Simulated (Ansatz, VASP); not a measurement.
**Cross-check of GaP between VASP and Ansatz**

Wanted: the spread between two codes on one cell, functional and k mesh. The cell is taken from a series of runs on this material, whose earlier steps may have relaxed, scaled, displaced or heated it; both programs get it as it stands.

Main program and level: Ansatz 0.2.0; plane waves, with VASP 6.6.1 beside it; G0W0 gap at r2SCAN.

**1. Starting point**

The structure is cubic, space group F-43m (No. 216). Conventional cell: a = 5.451 Å, b = 5.451 Å, c = 5.451 Å, α = 90.00°, β = 90.00°, γ = 90.00°. Nearest to Ga lie 4 P at 2.36 Å. Nearest to P lie 4 Ga at 2.36 Å. Farther neighbours are not listed.

Structure file:

```cif
data_structure
_symmetry_space_group_name_H-M 'F-43m'
_symmetry_Int_Tables_number 216
_cell_length_a 5.4505
_cell_length_b 5.4505
_cell_length_c 5.4505
_cell_angle_alpha 90.000
_cell_angle_beta 90.000
_cell_angle_gamma 90.000
_cell_volume 161.92
loop_
_atom_site_label
_atom_site_type_symbol
_atom_site_symmetry_multiplicity
_atom_site_Wyckoff_symbol
_atom_site_fract_x
_atom_site_fract_y
_atom_site_fract_z
_atom_site_occupancy
Ga1 Ga 4 a 0.00000 0.00000 0.00000 1
P1 P 4 d 0.25000 0.25000 0.75000 1
```

**2. VASP: G0W0 gap, r2SCAN**

Quasiparticle shifts depend on high empty states and on the cores, so they are the hardest test of two PAW sets.

Lines of VASP's logs that name or quote its potential files are left out, and so is its time.

The run reads the wave functions of an earlier VASP run, which isn't shown here.

File INCAR:

```
SYSTEM = GaP
PREC = Accurate
ENCUT = 430
ISMEAR = 0
SIGMA = 0.01
LREAL = .FALSE.
METAGGA = R2SCAN
LASPH = .TRUE.
NBANDS = 104
ALGO = EVGW0
NELMGW = 1
ENCUTGW = 100
NOMEGA = 64
PRECFOCK = Fast
NBANDSGW = 24
LWAVE = .FALSE.
LCHARG = .FALSE.
```

File POSCAR:

```
GaP
1.0
    0.0000000000      2.7252500000      2.7252500000
    2.7252500000      0.0000000000      2.7252500000
    2.7252500000      2.7252500000      0.0000000000
Ga P
1 1
Direct
    0.0000000000      0.0000000000      0.0000000000
    0.2500000000      0.2500000000      0.2500000000
```

File KPOINTS:

```
Automatic mesh
0
Gamma
6 6 6
0 0 0
```

Potentials, in the order of the species: Ga_d_GW and P_GW (PBE family, release 64).

Started as:

```bash
$ mpirun -np 8 vasp_std
```

Numbers of over 12 decimals in the logs are rounded to 6 here.

The log of the run:

```text
[banner, memory and clock lines left out]
running    8 mpi-ranks, on    1 nodes
 distrk:  each k-point on    8 cores,    1 groups
 distr:  one band on    1 cores,    8 groups

 POSCAR found type information on POSCAR GaP
 POSCAR found :  2 types and       2 ions
|                                                                             |
|           W    W    AA    RRRRR   N    N  II  N    N   GGGG   !!!           |
|           W    W   A  A   R    R  NN   N  II  NN   N  G    G  !!!           |
|           W    W  A    A  R    R  N N  N  II  N N  N  G       !!!           |
|           W WW W  AAAAAA  RRRRR   N  N N  II  N  N N  G  GGG   !            |
|           WW  WW  A    A  R   R   N   NN  II  N   NN  G    G                |
|           W    W  A    A  R    R  N    N  II  N    N   GGGG   !!!           |
|                                                                             |
|     For optimal performance we recommend to set                             |
|       NCORE = 2 up to number-of-cores-per-socket                            |
|     NCORE specifies how many cores store one orbital (NPAR=cpu/NCORE).      |
|     This setting can greatly improve the performance of VASP for DFT.       |
|     The default, NCORE=1 might be grossly inefficient on modern             |
|     multi-core architectures or massively parallel machines. Do your        |
|     Unfortunately you need to use the default for GW and RPA                |
|     calculations (for HF NCORE is supported but not extensively tested      |
|     yet).                                                                   |
|                                                                             |

|                                                                             |
|               ----> ADVICE to this user running VASP <----                  |
|                                                                             |
|     You enforced a specific xc type in the INCAR file but a different       |
|     [... a line on the potential file left out ...]
|     I HOPE YOU KNOW WHAT YOU ARE DOING!                                     |
|                                                                             |

|                                                                             |
|           W    W    AA    RRRRR   N    N  II  N    N   GGGG   !!!           |
|           W    W   A  A   R    R  NN   N  II  NN   N  G    G  !!!           |
|           W    W  A    A  R    R  N N  N  II  N N  N  G       !!!           |
|           W WW W  AAAAAA  RRRRR   N  N N  II  N  N N  G  GGG   !            |
|           WW  WW  A    A  R   R   N   NN  II  N   NN  G    G                |
|           W    W  A    A  R    R  N    N  II  N    N   GGGG   !!!           |
|                                                                             |
|     The default for ENCUTGWSOFT is different in this version of VASP.       |
|     please manually set ENCUTGWSOFT =100 in the INCAR file.                 |
|                                                                             |

 LDA part: xc-table for (None), standard interpolation
 found WAVECAR, reading the header
 POSCAR, INCAR and KPOINTS ok, starting setup
 FFT: planning ... GRIDC
 FFT: planning ... GRID_SOFT
 FFT: planning ... GRID
 reading WAVECAR
 the WAVECAR file was read successfully
 initial charge from wavefunction
 available memory per node:     69.79 GB, setting MAXMEM to     71464

 The Fermi energy was updated, please check that it is located mid-gap
 values below the HOMO (VB) or above the LUMO (CB) will cause erroneous energies
 E-fermi :   5.1283

 calculate exact exchange contribution
 the WAVEDER file was read successfully
energies w=
    0.000    0.000    0.444    0.000    0.887    0.000    1.329    0.000
    1.767    0.000    2.202    0.000    2.632    0.000    3.057    0.000
    3.477    0.000    3.891    0.000    4.299    0.000    4.702    0.000
    5.100    0.000    5.492    0.000    5.879    0.000    6.261    0.000
    6.640    0.000    7.015    0.000    7.387    0.000    7.757    0.000
    8.126    0.000    8.495    0.000    8.863    0.000    9.233    0.000
    9.604    0.000    9.979    0.000   10.357    0.000   10.741    0.000
   11.130    0.000   11.528    0.000   11.934    0.000   12.351    0.000
   12.779    0.000   13.222    0.000   13.680    0.000   14.157    0.000
   14.654    0.000   15.176    0.000   15.724    0.000   16.302    0.000
   16.917    0.000   17.571    0.000   18.272    0.000   19.026    0.000
   19.843    0.000   20.731    0.000   21.704    0.000   22.776    0.000
   23.966    0.000   25.297    0.000   26.799    0.000   28.508    0.000
   30.474    0.000   32.761    0.000   35.458    0.000   38.687    0.000
   42.624    0.000   47.529    0.000   53.805    0.000   62.113    0.000
   73.617    0.000   90.570    0.000  117.988    0.000  169.740    0.000
 responsefunction array rank=      96
 LDA part: xc-table for (None), standard interpolation

 min. memory requirement per mpi rank    190.9 MB, per node   1527.6 MB

 allocating   8 responsefunctions rank=    96
 shmem allocating  64 responsefunctions rank=    96
 response function shared by NCSHMEM nodes    1
 Doing            8  frequencies on each core in blocks of           64
NQ=   1    0.0000    0.0000    0.0000,
|.........|.........|.........|.........|.........|.........|.........|.........
 performed        449000 updates of chi_q(r,r)
 total number of BLAS operations         28.47 Gflops
NQ=   2    0.1667    0.0000    0.0000,
|.........|.........|.........|.........|.........|.........|.........|.........
 performed       1237000 updates of chi_q(r,r)
 total number of BLAS operations         85.41 Gflops
NQ=   3    0.3333    0.0000    0.0000,
|.........|.........|.........|.........|.........|.........|.........|.........
 performed       2025000 updates of chi_q(r,r)
 total number of BLAS operations        138.81 Gflops
NQ=   4    0.5000    0.0000    0.0000,
|.........|.........|.........|.........|.........|.........|.........|.........
 performed       2693000 updates of chi_q(r,r)
 total number of BLAS operations        182.16 Gflops
NQ=   5    0.1667    0.1667    0.0000,
|.........|.........|.........|.........|.........|.........|.........|.........
 performed       3481000 updates of chi_q(r,r)
 total number of BLAS operations        227.74 Gflops
NQ=   6    0.3333    0.1667    0.0000,
|.........|.........|.........|.........|.........|.........|.........|.........
 performed       4699000 updates of chi_q(r,r)
 total number of BLAS operations        304.93 Gflops
NQ=   7    0.5000    0.1667    0.0000,
|.........|.........|.........|.........|.........|.........|.........|.........
 performed       5917000 updates of chi_q(r,r)
 total number of BLAS operations        389.20 Gflops
NQ=   8   -0.3333    0.1667    0.0000,
|.........|.........|.........|.........|.........|.........|.........|.........
 performed       7135000 updates of chi_q(r,r)
 total number of BLAS operations        468.13 Gflops
NQ=   9   -0.1667    0.1667    0.0000,
|.........|.........|.........|.........|.........|.........|.........|.........
 performed       8193000 updates of chi_q(r,r)
 total number of BLAS operations        538.24 Gflops
NQ=  10    0.3333    0.3333    0.0000,
|.........|.........|.........|.........|.........|.........|.........|.........
 performed       8981000 updates of chi_q(r,r)
 total number of BLAS operations        587.10 Gflops
NQ=  11    0.5000    0.3333    0.0000,
|.........|.........|.........|.........|.........|.........|.........|.........
 performed      10199000 updates of chi_q(r,r)
 total number of BLAS operations        675.04 Gflops
NQ=  12   -0.3333    0.3333    0.0000,
|.........|.........|.........|.........|.........|.........|.........|.........
 performed      11257000 updates of chi_q(r,r)
 total number of BLAS operations        745.14 Gflops
NQ=  13    0.5000    0.5000    0.0000,
|.........|.........|.........|.........|.........|.........|.........|.........
 performed      11855000 updates of chi_q(r,r)
 total number of BLAS operations        785.70 Gflops
NQ=  14    0.5000    0.3333    0.1667,
|.........|.........|.........|.........|.........|.........|.........|.........
 performed      13222000 updates of chi_q(r,r)
 total number of BLAS operations        876.31 Gflops
NQ=  15   -0.3333    0.3333    0.1667,
|.........|.........|.........|.........|.........|.........|.........|.........
 performed      14509000 updates of chi_q(r,r)
 total number of BLAS operations        967.35 Gflops
NQ=  16   -0.3333    0.5000    0.1667,
|.........|.........|.........|.........|.........|.........|.........|.........
 performed      15572000 updates of chi_q(r,r)
 total number of BLAS operations       1039.35 Gflops
 resolving degeneracies of screened two electron integrals

 calculate QP shifts <psi_nk| G(iteration)W_0 |psi_nk>: iteration 1
 entering main loop
```

From OUTCAR (step 2):

```text
ion  position               nearest neighbor table
   1  0.000  0.000  0.000-   2 2.36   2 2.36   2 2.36   2 2.36
   2  0.250  0.250  0.250-   1 2.36   1 2.36   1 2.36   1 2.36

  LATTYP: Found a face centered cubic cell.
 ALAT       =     5.4505000000

 Subroutine GETGRP returns: Found 24 space group operations
 (whereof 24 operations were pure point group operations)

The static configuration has the point symmetry T_d .

 Found     16 irreducible k-points:

   k-points           NKPTS =     16   k-points in BZ     NKDIM =    216   number of bands    NBANDS=    104

   dimension x,y,z NGX =    28 NGY =   28 NGZ =   28
   dimension x,y,z NGXF=    56 NGYF=   56 NGZF=   56

   ENCUT  =  430.0 eV  31.60 Ry    5.62 a.u.   6.52  6.52  6.52*2*pi/ulx,y,z

   NELECT =      18.0000    total number of electrons

  energy-cutoff  :      430.00
  volume of cell :       40.48
      direct lattice vectors                 reciprocal lattice vectors
     0.000000000  2.725250000  2.725250000    -0.183469406  0.183469406  0.183469406
     2.725250000  0.000000000  2.725250000     0.183469406 -0.183469406  0.183469406
     2.725250000  2.725250000  0.000000000     0.183469406  0.183469406 -0.183469406

 k-points in reciprocal lattice and weights: Automatic mesh
   0.00000000  0.00000000  0.00000000       0.005
   0.16666667  0.00000000  0.00000000       0.037
   0.33333333  0.00000000  0.00000000       0.037
   0.50000000  0.00000000  0.00000000       0.019
   0.16666667  0.16666667  0.00000000       0.028
   0.33333333  0.16666667  0.00000000       0.111
   0.50000000  0.16666667  0.00000000       0.111
  -0.33333333  0.16666667  0.00000000       0.111
  -0.16666667  0.16666667  0.00000000       0.056
[...]
-0.33333333  0.33333333  0.16666667       0.111
  -0.33333333  0.50000000  0.16666667       0.056

 E-fermi :   5.1283

 QP shifts <psi_nk| G(iteration)W_0 |psi_nk>: iteration 1
 for sc-GW calculations column KS-energies equals QP-energies in previous step
 and V_xc(KS)=  KS-energies - (<T + V_ion + V_H > + <T+V_H+V_ion>^1  + <V_x>^1)
 k-point   1 :       0.0000    0.0000    0.0000
  band No.  KS-energies  QP-energies   sigma(KS)   V_xc(KS)     V^pw_x(r,r')   Z            occupation Imag(sigma)
    ...
      6      -8.8509      -8.8257     -12.0470     -12.0855     -18.6785       0.6539       2.0000       0.9823
      7       4.1740       3.8538     -13.2253     -12.8128     -14.4478       0.7762       2.0000       0.0323
      8       4.1740       3.8538     -13.2253     -12.8128     -14.4478       0.7762       2.0000       0.0323
      9       4.1740       3.8538     -13.2253     -12.8128     -14.4478       0.7762       2.0000       0.0323
     10       6.5153       6.8282     -10.8388     -11.2389      -6.9390       0.7822       0.0000      -0.0520
     11       8.3498       8.6501      -9.9968     -10.3821      -5.8943       0.7796       0.0000      -0.0615
     12       8.3498       8.6501      -9.9968     -10.3821      -5.8943       0.7796       0.0000      -0.0615
     13       8.3498       8.6501      -9.9968     -10.3821      -5.8943       0.7796       0.0000      -0.0615
    ...

 k-point   2 :       0.1667    0.0000    0.0000
  band No.  KS-energies  QP-energies   sigma(KS)   V_xc(KS)     V^pw_x(r,r')   Z            occupation Imag(sigma)
    ...
      6      -8.4758      -8.4917     -12.3132     -12.2892     -18.8448       0.6606       2.0000       0.9471
      7       1.7602       1.4263     -12.5753     -12.1343     -14.4096       0.7571       2.0000       0.0494
      8       3.7878       3.4624     -13.0121     -12.5917     -14.3111       0.7741       2.0000       0.0335
      9       3.7878       3.4624     -13.0121     -12.5917     -14.3111       0.7741       2.0000       0.0335
     10       6.9899       7.3145     -10.4604     -10.8758      -6.5530       0.7815       0.0000      -0.0540
     11       8.9249       9.2197     -10.1500     -10.5311      -5.8889       0.7737       0.0000      -0.0678
     12       8.9249       9.2197     -10.1500     -10.5311      -5.8889       0.7737       0.0000      -0.0678
     13       9.6463       9.8332     -10.4936     -10.7379      -6.0821       0.7650       0.0000      -0.0777
    ...

 k-point   3 :       0.3333    0.0000    0.0000
  band No.  KS-energies  QP-energies   sigma(KS)   V_xc(KS)     V^pw_x(r,r')   Z            occupation Imag(sigma)
    ...
      6      -7.4852      -7.5583     -12.8109     -12.7033     -19.0547       0.6803       2.0000       0.8498
      7      -1.1851      -1.4991     -12.0615     -11.6248     -15.1982       0.7191       2.0000       0.1454
      8       3.2258       2.8866     -12.8276     -12.3867     -14.3109       0.7693       2.0000       0.0373
      9       3.2258       2.8866     -12.8276     -12.3867     -14.3109       0.7693       2.0000       0.0373
     10       6.4416       6.7387     -10.2950     -10.6725      -6.5421       0.7868       0.0000      -0.0518
     11       9.3173       9.5723      -9.9499     -10.2802      -5.5737       0.7719       0.0000      -0.0740
     12       9.3173       9.5723      -9.9499     -10.2802      -5.5737       0.7719       0.0000      -0.0740
     13      12.3477      12.3252      -9.8992      -9.8691      -4.6060       0.7465       0.0000      -0.1813
    ...

 k-point   4 :       0.5000    0.0000    0.0000
  band No.  KS-energies  QP-energies   sigma(KS)   V_xc(KS)     V^pw_x(r,r')   Z            occupation Imag(sigma)
    ...
      6      -6.6934      -6.7872     -13.2878     -13.1522     -19.3308       0.6922       2.0000       0.7678
      7      -2.6708      -2.9521     -11.5472     -11.1499     -15.2783       0.7080       2.0000       0.2597
      8       3.0030       2.6583     -12.7771     -12.3285     -14.3423       0.7681       2.0000       0.0388
      9       3.0030       2.6583     -12.7771     -12.3285     -14.3423       0.7681       2.0000       0.0388
     10       6.2082       6.4989     -10.3091     -10.6784      -6.6189       0.7870       0.0000      -0.0506
     11       9.2146       9.4467      -9.7842     -10.0838      -5.4483       0.7746       0.0000      -0.0730
     12       9.2146       9.4467      -9.7842     -10.0838      -5.4483       0.7746       0.0000      -0.0730
     13      13.0020      12.7021      -8.2747      -7.8790      -2.9520       0.7580       0.0000      -0.2083
    ...

[... 4 further parts left out ...]
```

[end of part 1 of 2]

[Lines on the potential files, build, host, timing and source positions are cut from VASP's logs without a mark.]

[Logs are printed without paths, hosts, clocks, repeated set-up lines and the standing remarks that a program may print on its own settings, such as how far it seeks lower states.]

[Hosts, paths, dates, database ids (printed as entryN), source tags and the programs' standing remarks are cut or masked in the printed files.]
